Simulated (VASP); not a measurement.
Here is the system:

```
GaSb
1.0
    4.74418     0.00000     0.00000
   -2.37209     4.10858     0.00000
    0.00000     0.00000     5.69637
Ga Sb
2 2
Direct
  0.33333   0.66667   0.25000
  0.66667   0.33333   0.75000
  0.66667   0.33333   0.25000
  0.33333   0.66667   0.75000
```

All values below come from PBEsol GGA, VASP's PBE PAW potentials (set 64) (plane waves; VASP). Run with 400 eV cut-off, Gaussian smearing of 0.050 eV, potentials Ga_d Sb.

Without a dispersion term in the relaxation, distances and binding between the weakly bound layers, chains or molecules are unreliable, and so is what depends on them. Unless said otherwise, spin-orbit coupling is left out, though it shifts the bands of the heavy elements here.

### Question
What does the run give for the band gap (along the path) with the smallest direct gap where there is one?

### Answer

```json
{
  "band gap (along the path)": "none (metal, semimetal or under 0.01 eV)"
}
```

The structure was generated: GaSb was put into the layered h-BN type type (P6_3/mmc), which need not be its known phase. It was relaxed first, which changed the volume by -41 %.
